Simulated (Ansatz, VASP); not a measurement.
# TiTeSe in two plane-wave programs, part 2 of 2

Aim: how closely do two programs agree when they are given the same cell, functional and k mesh? The cell is taken from a series of runs on this material, whose earlier steps may have relaxed, scaled, displaced or heated it; both programs get it as it stands.

VASP 6.6.1 and Ansatz 0.2.0.

So far: The structure; VASP: zone-centre phonons, PBEsol.

### Step 3. Ansatz: zone-centre phonons, PBEsol

Level of this step: Ansatz beside VASP: Kohn-Sham DFT, plane waves, PBEsol (Ansatz).

Ansatz runs on its PAW soft_1 files.

The same cell, functional, mesh and smearing now go to Ansatz, which takes its cutoff from its data sets.

Input file input.yaml:

```yaml
crystal:
  lattice:
    - [3.5700281122, 0.0, 0.0]
    - [-1.7850140561, 3.215404439, 0.0]
    - [0.0, 0.0, 30.0]
  atoms:
    - { symbol: Ti, position: [0.0006294771, 0.0012589542, 0.3371290598] }
    - { symbol: Se, position: [0.3299697832, 0.6599395665, 0.3833072573] }
    - { symbol: Te, position: [0.6694007397, 0.3388014794, 0.2762303494] }
  periodic: [true, true, false]
kpoints:
  mp_grid: { grid: [15, 15, 1] }
hamiltonian:
  xc: pbesol
  pseudopotentials: { kind: paw, azcp: { folder: soft_1 }, xc_functional: pbe }
scf:
  occupations: { method: methfessel_paxton, width: 0.2 }
output:
  eigenvalues: true
phonons:
  method: dfpt
```

Command:

```
$ ansatz run input.yaml --threads 4 --pin off --max-ram 16384MiB --backend cpu --events-out ev --progress --plain --runs-dir out
```

Numbers of over 12 decimals in the logs are rounded to 6 here.

Output:

```text
zone centre: on kpoints.mp_grid the ground state, and the responses unless they are solved on pairs of k-points, stand on 64 of the mesh's 225 k-points, reduced under 2 symmetry operations, with k and −k counted as one. Each operation leaves every solved displacement unchanged or reverses it
Engine: ansatz 0.2.0, aarch64-unknown-linux-gnu
Pseudopotentials: kind: paw
Pseudopotential: Ti, paw, valence charge 12, recommended cutoff 420 eV (normal), soft_1/Ti.paw.azcp
Pseudopotential: Se, paw, valence charge 16, recommended cutoff 420 eV (normal), soft_1/Se.paw.azcp
Pseudopotential: Te, paw, valence charge 16, recommended cutoff 420 eV (normal), soft_1/Te.paw.azcp
Functional definition: PBEsol
  exchange = pbesol_x
  correlation = pbesol_c
Crystal: 3 atoms, lattice volume = 344.373 Å³
Basis set: ecut = 420 eV, 6699 PW (Γ), exchange–correlation on 60×60×432 points (8 copies of the dense FFT grid, shifted against one another)
Bands: 27, of which v1, the nominal top of the filled ones, is band 22 counted from 1 (21 counted from 0)
Symmetry: 2 space group operations
k-points: 64 of 225 (time reversal used)
Non-local potential: Ti, projectors of the file, l = 0: 3, l = 1: 2, l = 2: 3, l = 3: 1
Non-local potential: Se, projectors of the file, l = 0: 2, l = 1: 2, l = 2: 3, l = 3: 1
Non-local potential: Te, projectors of the file, l = 0: 2, l = 1: 2, l = 2: 2, l = 3: 1
PAW form: soft (Blöchl's): semilocal exchange-correlation on the pseudo side does not see the compensation charge
PAW frozen core: Ti, regenerated for the run's functional, and the local potential with it (the file was generated under x = pbe(κ = 0.804, μ = 0.219515), c = pbe(β = 0.066725))
PAW frozen core: Se, regenerated for the run's functional, and the local potential with it (the file was generated under x = pbe(κ = 0.804, μ = 0.219515), c = pbe(β = 0.066725))
PAW frozen core: Te, regenerated for the run's functional, and the local potential with it (the file was generated under x = pbe(κ = 0.804, μ = 0.219515), c = pbe(β = 0.066725))
PAW one-centre angular grid: Ti, 590 points (default); XC on 64 Gauss nodes
PAW one-centre angular grid: Se, 590 points (default); XC on 64 Gauss nodes
PAW one-centre angular grid: Te, 590 points (default); XC on 64 Gauss nodes
Initial density: superposition of atomic densities (neutral atoms: chi_scale 0, normalization atom)
Initial wavefunctions: pseudopotential atomic-orbital guess
Functional: x = pbesol(κ = 0.804, μ = 0.123457), c = pbesol(β = 0.046)
SCF iter   1: F=—  HF=-14802.886811 eV  |F-HF|=—  |Δ(HF+E_count)|=         —  Δρ=1.71e-2  dr2=1.91e0  ethr=3.10e-3  ⟨swp⟩=13.3  Hψ=11470  notcnv=0
preconditioner: auto → LDOS  [metal: Δε(μ)=0.014 eV  Ē_g=7.030 eV  σ=0.200 eV  W_gap=0.06  n_scr=18 (ndim 8)  ℏωp=8.0 eV  f_vac=0.755  D(μ)=1.20/eV (n_scr^D=6)  β→1.0]
SCF iter   2: F=—  HF=-14803.229849 eV  |F-HF|=—  |Δ(HF+E_count)|=   3.43e-1  S|Δr|=    0.00e0  Δρ=1.42e-2  dr2=5.42e0  ethr=3.10e-3  ⟨swp⟩=4.9  Hψ=4921  notcnv=0  recentre
SCF iter   3: F=—  HF=-14802.447008 eV  |F-HF|=—  |Δ(HF+E_count)|=   7.83e-1  S|Δr|=    0.00e0  Δρ=4.60e-3  dr2=3.56e-1  ethr=3.10e-3  ⟨swp⟩=4.3  Hψ=4368  notcnv=0
SCF iter   4: F=—  HF=-14802.412386 eV  |F-HF|=—  |Δ(HF+E_count)|=   3.46e-2  S|Δr|=    0.00e0  Δρ=2.13e-3  dr2=2.57e-2  ethr=8.10e-4  ⟨swp⟩=2.0  Hψ=2518  notcnv=0
SCF iter   5: F=—  HF=-14802.410825 eV  |F-HF|=—  |Δ(HF+E_count)|=   1.56e-3  S|Δr|=    0.00e0  Δρ=5.98e-4  dr2=1.43e-3  ethr=5.85e-5  ⟨swp⟩=3.1  Hψ=3267  notcnv=0
SCF iter   6: F=—  HF=-14802.410678 eV  |F-HF|=—  |Δ(HF+E_count)|=   1.47e-4  S|Δr|=    0.00e0  Δρ=2.48e-4  dr2=1.66e-4  ethr=3.25e-6  ⟨swp⟩=3.3  Hψ=3484  notcnv=0
SCF iter   7: F=—  HF=-14802.410738 eV  |F-HF|=—  |Δ(HF+E_count)|=   5.95e-5  S|Δr|=    0.00e0  Δρ=4.64e-5  dr2=1.05e-5  ethr=3.77e-7  ⟨swp⟩=3.1  Hψ=3140  notcnv=0
SCF iter   8: F=—  HF=-14802.410737 eV  |F-HF|=—  |Δ(HF+E_count)|=   6.64e-7  S|Δr|=    0.00e0  Δρ=1.38e-5  dr2=7.20e-7  ethr=2.39e-8  ⟨swp⟩=3.1  Hψ=2829  notcnv=0
SCF iter   9: F=—  HF=-14802.410730 eV  |F-HF|=—  |Δ(HF+E_count)|=   7.22e-6  S|Δr|=    0.00e0  Δρ=3.37e-6  dr2=6.07e-8  ethr=1.64e-9  ⟨swp⟩=3.0  Hψ=3493  notcnv=0
SCF iter  10: F=—  HF=-14802.410730 eV  |F-HF|=—  |Δ(HF+E_count)|=   2.49e-7  S|Δr|=    0.00e0  Δρ=1.23e-6  dr2=7.31e-9  ethr=1.38e-10  ⟨swp⟩=3.0  Hψ=3598  notcnv=0
SCF iter  11: F=—  HF=-14802.410730 eV  |F-HF|=—  |Δ(HF+E_count)|=   3.42e-8  S|Δr|=    0.00e0  Δρ=2.30e-7  dr2=1.14e-10  ethr=1.66e-11  ⟨swp⟩=3.8  Hψ=3892  notcnv=0
SCF iter  12: F=—  HF=-14802.410730 eV  |F-HF|=—  |Δ(HF+E_count)|=   4.31e-9  S|Δr|=    0.00e0  Δρ=5.05e-8  dr2=1.38e-11  ethr=1.00e-12  ⟨swp⟩=2.0  Hψ=2172  notcnv=0
SCF iter  13: F=-14802.410730 eV  HF=-14802.410730 eV  |F-HF|=1.36e-10  |Δ(HF+E_count)|=  7.28e-10  S|Δr|=    0.00e0  Δρ=2.38e-8  dr2=6.84e-12  ethr=1.00e-12  ⟨swp⟩=14.1  Hψ=11880  notcnv=0
SCF 1 converged in 13 iterations: F = -14802.410730 eV  dr2 = 6.84e-12
  greatest PAW one-centre occupation: 1.000 electrons in one spin orbital (limit 2), on the Se atom at site 1 (counted from 0), in its partial waves of l = 2
DFPT response loops at Γ: preconditioner auto → none (partly filled bands, converged f_vac=0.762); β = 0.50; Broyden in place of MSR1
SCF converged after 13 iterations
Stability not checked: this state was not tested for a lower state beside it, because cold or Methfessel-Paxton smearing, or corrected tetrahedra, fill the levels in a way that the test cannot read (fill_not_monotonic; see scf.lower_state_search)
Free energy (F): -14802.410730 eV
Harris-Foulkes:  -14802.410730 eV  (|F-HF|=1.36e-10)
Internal energy: -14802.411801 eV  (E = F + TS)
E sigma→0 (E₀):  -14802.410998 eV
Entropy (-TS):   0.001071 eV (0.357 meV/atom)
Fermi energy:    -4.940743 eV
Step filling:    the computed levels leave a gap of 0.0082 eV = 0.0 smearing widths at the electron count; against every level under it full and every level over it empty, smearing changes F+E_penalty+E_count by +0.355 meV and its σ→0 estimate by +0.087 meV
--- Per-component energies (eV) ---
  E_band       = -1454.175114
  E_kinetic    = 563.143508
  E_local      = -94002.888534  (includes V_loc(G=0)·N_el)
  E_nonlocal   = -222.764504
  E_hartree    = 46651.981639
  E_xc         = -321.331523
  E_vxc        = -337.156003  (∫ρ·V_xc dr)
  E_paw        = -7696.867644  (= ΣΔE_a)
  E_vpaw       = -758.472762  (= ΣTr[D̂ρ^β])
  E_aug_tail   = -0.000355  (compensation charges beyond the density's cutoff)
  E_ewald      = 40224.792963
  E_core_change = 1.522648  (= ΣΔE_core)
  E_smearing   = 0.001071  (= −TS)
  E_closure    = 0.000000  (closes the sum)
  Σ components = -14802.410730   (vs F -14802.410730, Δ=0.00e0)
--- Band table (eV; the first three rows and the last of 64) ---
  k-point 0: bands = [... 18 lower, -7.1943, -6.6487, -4.7205, -4.5623, -4.1805, -4.1329, -3.8552, -1.5238, ... 1 higher]
  k-point 1: bands = [... 18 lower, -7.1846, -6.5066, -5.0788, -4.7095, -4.4286, -3.8291, -3.7365, -1.8542, ... 1 higher]
  k-point 2: bands = [... 18 lower, -7.1615, -6.3206, -5.8938, -4.9788, -4.5389, -3.6620, -3.5606, -2.3800, ... 1 higher]
  k-point 63: bands = [... 18 lower, -7.8998, -7.7864, -7.0844, -6.6354, -4.3832, -3.8409, -3.4895, -2.7489, ... 1 higher]
--- Phonons (Γ-DFPT): 9 representative perturbations + reference, on 64 of 225 k-points (Σ response iterations 44) ---
  k mesh reduced under 2 symmetry operations, with k and −k counted as one. Each operation leaves every solved displacement unchanged or reverses it
  ASR residual: 6.790e-5 → 0.000e0 eV/Å²; symmetrization residual: 2.520e-5 eV/Å²
  ASR residual per site (eV/Å²): 6.79e-5 2.04e-5 1.86e-5
  Γ frequencies (cm⁻¹): 0.00 0.00 0.00 103.12 103.17 156.90 184.56 189.56 303.67
  non-analytic LO–TO correction: not included (Born effective charges unavailable; polar crystals: no LO–TO splitting at Γ)
```

### Step 4. Comparison

Known differences besides the potentials themselves: Ansatz cuts the interaction across the vacuum, VASP repeats the sheet without a dipole correction; the data sets hold 44 valence electrons in Ansatz (on its PAW soft_1 files) and 24 in VASP; the cutoff is 420 eV in Ansatz and 500 eV in VASP; Ansatz makes its cores anew for this functional, VASP keeps those of its PBE data sets. Total energies have different zeros and are not compared.

The two programs side by side:

```tsv
quantity	Ansatz	VASP	difference
optical mode 1 to 2 (cm⁻¹)	103.1	103.6	-0.49 %
optical mode 3 (cm⁻¹)	156.9	157.0	-0.09 %
optical mode 4 (cm⁻¹)	184.6	186.1	-0.85 %
optical mode 5 (cm⁻¹)	189.6	191.7	-1.11 %
optical mode 6 (cm⁻¹)	303.7	304.4	-0.24 %
```

Modes are paired by rising frequency, not by their patterns, so a pair may set unlike modes beside each other; they are those without the splitting of longitudinal modes. Where the cell holds vacuum, a pressure given here is an average over it and none of the material.

### Step 5. Outcome

```json
{
 "r.m.s. difference of the optical zone-centre modes, each program's sorted by frequency (zone-centre phonons, PBEsol)": "1.2 cm⁻¹",
 "difference in optical mode 5 (zone-centre phonons, PBEsol)": "-1.1 %"
}
```

In words: The r.m.s. difference of the optical zone-centre modes, each program's sorted by frequency is 1.2 cm⁻¹ (zone-centre phonons, PBEsol). The data sets hold unlike numbers of valence electrons (44 in Ansatz and 24 in VASP), so part of the differences may come from the potentials. Among the rows given in per cent, the largest difference of the zone-centre phonons, PBEsol pair is in optical mode 5, -1.1 %. How closely two codes agree says nothing of how well the functional describes the real material.

[Lines on the potential files, build, host, timing and source positions are cut from VASP's logs without a mark.]

[Logs are printed without paths, hosts, clocks, repeated set-up lines and the standing remarks that a program may print on its own settings, such as how far it seeks lower states.]

[Hosts, paths, dates, database ids (printed as entryN), source tags and the programs' standing remarks are cut or masked in the printed files.]
